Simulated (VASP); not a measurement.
# ZnCu: convergence with the precision settings and k-mesh

How sensitive are energy and pressure of ZnCu to the precision settings and k-mesh? The series runs use LDA. The precision settings tried: PREC = Low; PREC = Medium; PREC = Normal; PREC = Single; PREC = Accurate; LREAL = Auto; ADDGRID = .TRUE.; LASPH = .TRUE.. The k-mesh tried: 2 2 2; 3 3 3; 4 4 4; 5 5 5; 7 7 7; 9 9 9; 11 11 11; 14 14 14. The start is a cell from a database of measured crystal structures.

Method: LDA; plane waves and PAW (Zn, Cu), in VASP 6.6.1.

### 1. Set-up

The structure is cubic, space group Pm-3m (No. 221). The conventional cell has a = 2.945 Å, b = 2.945 Å, c = 2.945 Å, α = 90.00°, β = 90.00°, γ = 90.00°. Nearest to Zn lie 8 Cu at 2.55 Å. Cu has 8 Zn at 2.55 Å nearest. Farther neighbours are not listed.

### 2. Precision settings: PREC = Low

PREC sets the FFT grids, and LREAL, ADDGRID and LASPH trade speed for accuracy. LDA, the lowest rung, knows the local density alone.

Input file INCAR:

```
SYSTEM = ZnCu
PREC = Low
ENCUT = 400
EDIFF = 1E-06
NELM = 100
ISMEAR = -1
SIGMA = 0.05
LREAL = .FALSE.
ALGO = Normal
GGA = CA
NBANDS = 17
LORBIT = 11
LWAVE = .FALSE.
LCHARG = .FALSE.
KPAR = 2
ISIF = 2
```

Input file POSCAR:

```
ZnCu
1.0
    2.9450000000      0.0000000000      0.0000000000
    0.0000000000      2.9450000000      0.0000000000
    0.0000000000      0.0000000000      2.9450000000
Zn Cu
1 1
Direct
    0.5000000000      0.5000000000      0.5000000000
    0.0000000000      0.0000000000      0.0000000000
```

Input file KPOINTS:

```
Automatic mesh
0
Gamma
9 9 9
0 0 0
```

PAW data sets: Zn and Cu (PBE family, release 64).

Command:

```bash
$ mpirun -np 2 vasp_std
```

Output:

```text
[banner, memory and clock lines left out]
running    2 mpi-ranks, on    1 nodes
 distrk:  each k-point on    1 cores,    2 groups
 distr:  one band on    1 cores,    1 groups

 POSCAR found type information on POSCAR ZnCu
 POSCAR found :  2 types and       2 ions
|                                                                             |
|               ----> ADVICE to this user running VASP <----                  |
|                                                                             |
|     You enforced a specific xc type in the INCAR file but a different       |
|     [... a line on the potential file left out ...]
|     I HOPE YOU KNOW WHAT YOU ARE DOING!                                     |
|                                                                             |

 LDA part: xc-table for (Slater(with rela. corr.)+CA(PZ))
 , standard interpolation
 POSCAR, INCAR and KPOINTS ok, starting setup
 FFT: planning ... GRIDC
 FFT: planning ... GRID_SOFT
 FFT: planning ... GRID
 WAVECAR not read
 entering main loop
       N       E                     dE             d eps       ncg     rms          rms(c)
DAV:   1     0.978853633053E+02    0.97885E+02   -0.97987E+03  1294   0.187E+03
DAV:   2    -0.500757561651E+01   -0.10289E+03   -0.99259E+02  1192   0.278E+02
DAV:   3    -0.820047564775E+01   -0.31929E+01   -0.31760E+01  1379   0.639E+01
DAV:   4    -0.822073121637E+01   -0.20256E-01   -0.20251E-01  1397   0.468E+00
DAV:   5    -0.822105989102E+01   -0.32867E-03   -0.32867E-03  1479   0.619E-01BRMIX: very serious problems
 the old and the new charge density differ
 old charge density:    23.00000 new   22.99967
BRMIX: very serious problems
 the old and the new charge density differ
 old charge density:    23.00000 new   22.99967
    0.106E+01
DAV:   6    -0.802298895230E+01    0.19807E+00   -0.20624E+01  1275   0.110E+02    0.693E+00
DAV:   7    -0.677725504152E+01    0.12457E+01   -0.42517E+00  1287   0.116E+02    0.209E+00
DAV:   8    -0.677621285552E+01    0.10422E-02   -0.22551E-01  1551   0.678E+00    0.120E+00
DAV:   9    -0.676591842032E+01    0.10294E-01   -0.12951E-02  1548   0.233E+00    0.849E-02
DAV:  10    -0.676584801876E+01    0.70402E-04   -0.72755E-04  1819   0.602E-01    0.428E-02
DAV:  11    -0.676584281897E+01    0.51998E-05   -0.84330E-05  1481   0.270E-01    0.126E-02
DAV:  12    -0.676584235280E+01    0.46617E-06   -0.78179E-06  1452   0.644E-02
   1 F= -.67658424E+01 E0= -.67637284E+01  d E =-.422793E-02
```

Wall time 2 s (2 MPI ranks of Intel Xeon 6975P-C (Granite Rapids), shared host); peak memory 0.2 GiB.

The logs omit lines about the potential files and the build; timing stands in the text.

OUTCAR, selected parts (step 2):

```text
ion  position               nearest neighbor table
   1  0.500  0.500  0.500-   2 2.55   2 2.55   2 2.55   2 2.55   2 2.55   2 2.55   2 2.55   2 2.55

  LATTYP: Found a simple cubic cell.
 ALAT       =     2.9450000000

 Subroutine GETGRP returns: Found 48 space group operations
 (whereof 48 operations were pure point group operations)

The static configuration has the point symmetry O_h .

 Found     35 irreducible k-points:

   k-points           NKPTS =     35   k-points in BZ     NKDIM =     35   number of bands    NBANDS=     17

   dimension x,y,z NGX =    14 NGY =   14 NGZ =   14
   dimension x,y,z NGXF=    18 NGYF=   18 NGZF=   18

   ENCUT  =  400.0 eV  29.40 Ry    5.42 a.u.   4.80  4.80  4.80*2*pi/ulx,y,z

   NELECT =      23.0000    total number of electrons

 k-points in reciprocal lattice and weights: Automatic mesh
   0.00000000  0.00000000  0.00000000       0.001
   0.11111111  0.00000000  0.00000000       0.008
   0.22222222  0.00000000  0.00000000       0.008
   0.33333333  0.00000000  0.00000000       0.008
   0.44444444  0.00000000  0.00000000       0.008
   0.11111111  0.11111111  0.00000000       0.016
   0.22222222  0.11111111  0.00000000       0.033
   0.33333333  0.11111111  0.00000000       0.033
   0.44444444  0.11111111  0.00000000       0.033
[...]
0.44444444  0.44444444  0.33333333       0.033
   0.44444444  0.44444444  0.44444444       0.011

 average (electrostatic) potential at core
       1 -33.9416       2 -65.8943

 E-fermi :   5.1973

 k-point     1 :       0.0000    0.0000    0.0000
  band No.  band energies     occupation
    ...
      7       1.5372      2.00000
      8       1.5372      2.00000
      9       2.3675      2.00000
     10       2.3675      2.00000
     11       2.3675      2.00000
     12      11.2982      0.00000
     13      11.2982      0.00000
     14      11.2982      0.00000
     15      16.5152      0.00000
     16      16.5152      0.00000
    ...

 k-point     2 :       0.1111    0.0000    0.0000
  band No.  band energies     occupation
    ...
      7       1.5242      2.00000
      8       1.5568      2.00000
      9       2.2943      2.00000
     10       2.2943      2.00000
     11       2.3589      2.00000
     12       9.5109      0.00000
     13      11.6360      0.00000
     14      11.6360      0.00000
     15      16.6346      0.00000
     16      17.0175      0.00000
    ...

 k-point     3 :       0.2222    0.0000    0.0000
  band No.  band energies     occupation
    ...
      7       1.4904      2.00000
      8       1.5702      2.00000
      9       2.1207      2.00000
     10       2.1207      2.00000
     11       2.3369      2.00000
     12       6.7243      0.00000
     13      12.5987      0.00000
     14      12.5987      0.00000
     15      17.0002      0.00000
     16      17.3681      0.00000
    ...

  Total       -1.5329677     -1.5329677     -1.5329677      0.0000000      0.0000000     -0.0000000
  in kB      -96.1585034    -96.1585034    -96.1585034      0.0000000      0.0000000     -0.0000000
  external PRESSURE =     -96.1585034 kB  Pullay stress =       0.0000000 kB

  energy-cutoff  :      400.00
  volume of cell :       25.54
      direct lattice vectors                 reciprocal lattice vectors
     2.945000000  0.000000000  0.000000000     0.339558574  0.000000000  0.000000000
     0.000000000  2.945000000  0.000000000     0.000000000  0.339558574  0.000000000
     0.000000000  0.000000000  2.945000000     0.000000000  0.000000000  0.339558574

 POSITION                                       TOTAL-FORCE (eV/Angst)
 -----------------------------------------------------------------------------------
      1.47250      1.47250      1.47250         0.000000      0.000000      0.000000
      0.00000      0.00000      0.00000         0.000000      0.000000      0.000000
 -----------------------------------------------------------------------------------
    total drift:                                0.000000      0.000000      0.000000

  FREE ENERGIE OF THE ION-ELECTRON SYSTEM (eV)
  ---------------------------------------------------
  free  energy   TOTEN  =        -6.7658423528 eV

  energy  without entropy=       -6.7616144246  energy(sigma->0) =       -6.76372839

 total charge
# of ion       s       p       d       tot
------------------------------------------
    1        0.596   0.526   9.743  10.866
    2        0.439   0.384   9.188  10.012
--------------------------------------------------
tot          1.036   0.910  18.931  20.877

[... 3 further parts left out ...]
```

This run has no spin polarisation. Its electron count is odd, so without a moment it is a metal by construction. The k-mesh is coarse for a metal. The PAW data sets were made with PBE, though LDA sets exist; this is a small mismatch.

This step gave:

```yaml
scf_cycles: 12
electrons: 23
bands: 17
irreducible_k_points: 35
symmetry_operations: 48
free_energy_toten: -6.766 eV
energy_at_zero_smearing: -6.764 eV
fermi_energy: 5.197 eV
pressure: -9.616 GPa
metallic: yes
```

The series starts at -3.3819 eV an atom and -9.62 GPa, after 12 cycles in 2 s.

### 3. Precision settings: PREC = Medium

Changes to INCAR since step 2:

```diff
@@ -1,3 +1,3 @@
 SYSTEM = ZnCu
-PREC = Low
+PREC = Medium
 ENCUT = 400
```

POSCAR is that of step 2.

KPOINTS is that of step 2.

Command:

```bash
$ mpirun -np 2 vasp_std
```

Output:

```text
[banner, memory and clock lines left out]
running    2 mpi-ranks, on    1 nodes
[...]
[... a notice as in an earlier step ...]

 LDA part: xc-table for (Slater(with rela. corr.)+CA(PZ))
 , standard interpolation
 POSCAR, INCAR and KPOINTS ok, starting setup
[...]
entering main loop
       N       E                     dE             d eps       ncg     rms          rms(c)
DAV:   1     0.978826704113E+02    0.97883E+02   -0.97987E+03  1294   0.187E+03
DAV:   2    -0.501022938881E+01   -0.10289E+03   -0.99259E+02  1192   0.278E+02
DAV:   3    -0.820313650903E+01   -0.31929E+01   -0.31760E+01  1379   0.639E+01
DAV:   4    -0.822339194188E+01   -0.20255E-01   -0.20251E-01  1397   0.468E+00
[...]
DAV:  10    -0.676822914299E+01    0.70809E-04   -0.72978E-04  1819   0.605E-01    0.428E-02
DAV:  11    -0.676822387892E+01    0.52641E-05   -0.84663E-05  1489   0.270E-01    0.126E-02
DAV:  12    -0.676822341576E+01    0.46316E-06   -0.77783E-06  1444   0.642E-02
   1 F= -.67682234E+01 E0= -.67661109E+01  d E =-.422502E-02
```

Run time: 2.2 s. Hardware: 2 MPI ranks; peak memory 0.2 GiB; 2.9 s of CPU time.

OUTCAR, selected parts (step 3):

```text
  Total       -1.4935932     -1.4935932     -1.4935932      0.0000000      0.0000000     -0.0000000
  in kB      -93.6886564    -93.6886564    -93.6886564      0.0000000      0.0000000     -0.0000000
  external PRESSURE =     -93.6886564 kB  Pullay stress =       0.0000000 kB

 POSITION                                       TOTAL-FORCE (eV/Angst)
 -----------------------------------------------------------------------------------
      1.47250      1.47250      1.47250         0.000000      0.000000      0.000000
      0.00000      0.00000      0.00000         0.000000      0.000000      0.000000
 -----------------------------------------------------------------------------------
    total drift:                                0.000000      0.000000     -0.000000

  FREE ENERGIE OF THE ION-ELECTRON SYSTEM (eV)
  ---------------------------------------------------
  free  energy   TOTEN  =        -6.7682234158 eV

  energy  without entropy=       -6.7639983923  energy(sigma->0) =       -6.76611090

[... 2 parts as in an earlier step ...]

[... 1 further part left out ...]
[key lines of the parts left out:]
E-fermi :   5.1970
```

Against the first of the series the energy moves by -1.19 meV an atom and the pressure by +0.25 GPa, after 12 cycles in 2.2 s.

### 4. Precision settings: PREC = Normal

Changes to INCAR since step 3:

```diff
@@ -1,3 +1,3 @@
 SYSTEM = ZnCu
-PREC = Medium
+PREC = Normal
 ENCUT = 400
```

POSCAR is that of step 3.

KPOINTS is that of step 3.

Command:

```bash
$ mpirun -np 2 vasp_std
```

Output:

```text
[... set-up lines as in an earlier step ...]
 entering main loop
       N       E                     dE             d eps       ncg     rms          rms(c)
DAV:   1     0.978819875939E+02    0.97882E+02   -0.97987E+03  1294   0.187E+03
DAV:   2    -0.501089096122E+01   -0.10289E+03   -0.99259E+02  1192   0.278E+02
DAV:   3    -0.820379800568E+01   -0.31929E+01   -0.31760E+01  1379   0.639E+01
DAV:   4    -0.822405339259E+01   -0.20255E-01   -0.20251E-01  1397   0.468E+00
[...]
DAV:  10    -0.676886190474E+01    0.70852E-04   -0.72970E-04  1819   0.605E-01    0.428E-02
DAV:  11    -0.676885663821E+01    0.52665E-05   -0.84625E-05  1489   0.270E-01    0.126E-02
DAV:  12    -0.676885617633E+01    0.46188E-06   -0.77701E-06  1444   0.642E-02
   1 F= -.67688562E+01 E0= -.67667439E+01  d E =-.422463E-02
```

The job ended after 2.4 s (2 MPI ranks; peak memory 0.21 GiB).

From OUTCAR (step 4):

```text
  Total       -1.5151656     -1.5151656     -1.5151656      0.0000000     -0.0000000      0.0000000
  in kB      -95.0418285    -95.0418285    -95.0418285      0.0000000     -0.0000000      0.0000000
  external PRESSURE =     -95.0418285 kB  Pullay stress =       0.0000000 kB

 POSITION                                       TOTAL-FORCE (eV/Angst)
 -----------------------------------------------------------------------------------
      1.47250      1.47250      1.47250         0.000000      0.000000      0.000000
      0.00000      0.00000      0.00000         0.000000      0.000000      0.000000
 -----------------------------------------------------------------------------------
    total drift:                                0.000000     -0.000000      0.000000

  FREE ENERGIE OF THE ION-ELECTRON SYSTEM (eV)
  ---------------------------------------------------
  free  energy   TOTEN  =        -6.7688561763 eV

  energy  without entropy=       -6.7646315447  energy(sigma->0) =       -6.76674386

[... 2 parts as in an earlier step ...]

[... 1 further part left out ...]
[key lines of the parts left out:]
E-fermi :   5.1970
```

Against the first of the series the energy moves by -1.51 meV an atom and the pressure by +0.11 GPa, after 12 cycles in 2.4 s.

### 5. Precision settings: PREC = Single

Changes to INCAR since step 4:

```diff
@@ -1,3 +1,3 @@
 SYSTEM = ZnCu
-PREC = Normal
+PREC = Single
 ENCUT = 400
```

POSCAR is that of step 4.

KPOINTS is that of step 4.

Command:

```bash
$ mpirun -np 2 vasp_std
```

Output:

```text
[... set-up lines as in an earlier step ...]
 entering main loop
       N       E                     dE             d eps       ncg     rms          rms(c)
DAV:   1     0.978712268656E+02    0.97871E+02   -0.97983E+03  1294   0.187E+03
DAV:   2    -0.501623121137E+01   -0.10289E+03   -0.99254E+02  1192   0.278E+02
DAV:   3    -0.820954560228E+01   -0.31933E+01   -0.31764E+01  1379   0.639E+01
DAV:   4    -0.822980691598E+01   -0.20261E-01   -0.20257E-01  1397   0.468E+00
[...]
DAV:  10    -0.677536325503E+01    0.70940E-04   -0.73023E-04  1819   0.605E-01    0.428E-02
DAV:  11    -0.677535797579E+01    0.52792E-05   -0.84640E-05  1489   0.270E-01    0.126E-02
DAV:  12    -0.677535751973E+01    0.45606E-06   -0.77599E-06  1444   0.641E-02
   1 F= -.67753575E+01 E0= -.67732463E+01  d E =-.422237E-02
```

It took 3.8 s on 2 MPI ranks; peak memory 0.21 GiB.

Parts of OUTCAR (step 5):

```text
  Total       -1.4835858     -1.4835858     -1.4835858     -0.0000000     -0.0000000      0.0000000
  in kB      -93.0609244    -93.0609244    -93.0609244     -0.0000000     -0.0000000      0.0000000
  external PRESSURE =     -93.0609244 kB  Pullay stress =       0.0000000 kB

 POSITION                                       TOTAL-FORCE (eV/Angst)
 -----------------------------------------------------------------------------------
      1.47250      1.47250      1.47250         0.000000      0.000000      0.000000
      0.00000      0.00000      0.00000         0.000000      0.000000      0.000000
 -----------------------------------------------------------------------------------
    total drift:                               -0.000000     -0.000000     -0.000000

  FREE ENERGIE OF THE ION-ELECTRON SYSTEM (eV)
  ---------------------------------------------------
  free  energy   TOTEN  =        -6.7753575197 eV

  energy  without entropy=       -6.7711351478  energy(sigma->0) =       -6.77324633

[... 2 parts as in an earlier step ...]

[... 1 further part left out ...]
[key lines of the parts left out:]
E-fermi :   5.1968
```

Against the first of the series the energy moves by -4.76 meV an atom and the pressure by +0.31 GPa, after 12 cycles in 3.8 s.

### 6. Precision settings: PREC = Accurate

Changes to INCAR since step 5:

```diff
@@ -1,3 +1,3 @@
 SYSTEM = ZnCu
-PREC = Single
+PREC = Accurate
 ENCUT = 400
```

POSCAR is that of step 5.

KPOINTS is that of step 5.

Command:

```bash
$ mpirun -np 2 vasp_std
```

Output:

```text
[... set-up lines as in an earlier step ...]
 entering main loop
       N       E                     dE             d eps       ncg     rms          rms(c)
DAV:   1     0.978772699294E+02    0.97877E+02   -0.97983E+03  1294   0.187E+03
DAV:   2    -0.501020398596E+01   -0.10289E+03   -0.99254E+02  1192   0.278E+02
DAV:   3    -0.820348385643E+01   -0.31933E+01   -0.31764E+01  1379   0.639E+01
DAV:   4    -0.822374505938E+01   -0.20261E-01   -0.20256E-01  1397   0.468E+00
[...]
DAV:  10    -0.676859197760E+01    0.70908E-04   -0.73030E-04  1819   0.605E-01    0.428E-02
DAV:  11    -0.676858669815E+01    0.52795E-05   -0.84705E-05  1489   0.270E-01    0.126E-02
DAV:  12    -0.676858623804E+01    0.46011E-06   -0.77718E-06  1444   0.642E-02
   1 F= -.67685862E+01 E0= -.67664739E+01  d E =-.422470E-02
```

Wall time 4 s (2 MPI ranks); peak memory 0.23 GiB; 6.6 s of CPU time.

Parts of OUTCAR (step 6):

```text
  Total       -1.5023041     -1.5023041     -1.5023041     -0.0000000     -0.0000000      0.0000000
  in kB      -94.2350663    -94.2350663    -94.2350663     -0.0000000     -0.0000000      0.0000000
  external PRESSURE =     -94.2350663 kB  Pullay stress =       0.0000000 kB

 POSITION                                       TOTAL-FORCE (eV/Angst)
 -----------------------------------------------------------------------------------
      1.47250      1.47250      1.47250         0.000000      0.000000      0.000000
      0.00000      0.00000      0.00000         0.000000      0.000000      0.000000
 -----------------------------------------------------------------------------------
    total drift:                               -0.000000      0.000000     -0.000000

  FREE ENERGIE OF THE ION-ELECTRON SYSTEM (eV)
  ---------------------------------------------------
  free  energy   TOTEN  =        -6.7685862380 eV

  energy  without entropy=       -6.7643615352  energy(sigma->0) =       -6.76647389

[... 2 parts as in an earlier step ...]

[... 1 further part left out ...]
[key lines of the parts left out:]
E-fermi :   5.1970
```

Against the first of the series the energy moves by -1.37 meV an atom and the pressure by +0.19 GPa, after 12 cycles in 4 s.

(Continued in part 2 of 3.)

[Lines on the potential files, build, host, timing and source positions are cut from VASP's logs without a mark.]

[Logs are printed without paths, hosts, clocks, repeated set-up lines and the standing remarks that a program may print on its own settings, such as how far it seeks lower states.]

[Hosts, paths, dates, database ids (printed as entryN), source tags and the programs' standing remarks are cut or masked in the printed files.]

[A measured line is paired with the nearest computed mode of its activity, which favours agreement.]
